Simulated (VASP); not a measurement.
**CsTl3: single point with PBE**

Crystal: CsTl3.

```
Cs Tl
1.0
     5.36372    0.00000    0.00000
     0.00000    5.36372    0.00000
     0.00000    0.00000    5.36372
Cs Tl
1 3
Cartesian
  0.0000 0.0000 0.0000
  2.6819 2.6819 0.0000
  2.6819 0.0000 2.6819
  0.0000 2.6819 2.6819
```

The cell was built by a generator and needn't be a form met in nature.

The cell isn't the ideal one: species swapped into the FeCo3 type (Pm-3m, No. 221).

* Program: VASP 6.6.1
* Task: single point
* Functional: PBE
* Potentials or basis: VASP PAW PBE potentials, release 64 (Cs_sv, Tl_d)
* Cutoff: 520 eV
* k mesh: 4 × 4 × 4
* Occupations: gaussian, width 0.1 eV
* Spin: no spin polarisation

* Pressure: 0.3 GPa
* Band gap on the k mesh: none (metal or under the smearing width)

Levels at points of the mesh, in eV from the Fermi level:
```tsv
k point	band 20	band 21	band 22	band 23	band 24	band 25	band 26	band 27	band 28	band 29
(0.00, 0.00, 0.00)	-8.00	-4.74	-4.74	-0.36	-0.36	-0.36	2.84	2.84	2.84	3.60
(0.50, 0.00, 0.00)	-6.55	-6.37	-4.58	-0.29	-0.29	0.42	1.23	1.87	1.87	2.24
(0.50, 0.50, 0.00)	-6.33	-5.64	-5.64	-1.63	0.41	0.80	0.80	1.77	1.99	1.99
(0.50, 0.50, 0.50)	-5.87	-5.87	-5.87	-2.12	-0.40	-0.40	-0.40	4.42	5.64	5.64
```

Wall time 36 s on 1 thread of Intel(R) Xeon(R) Platinum 8488C (Sapphire Rapids), on a shared host, peak memory 0.25 GiB.

The run has no spin-orbit coupling, so splittings on Cs, Tl are missing.
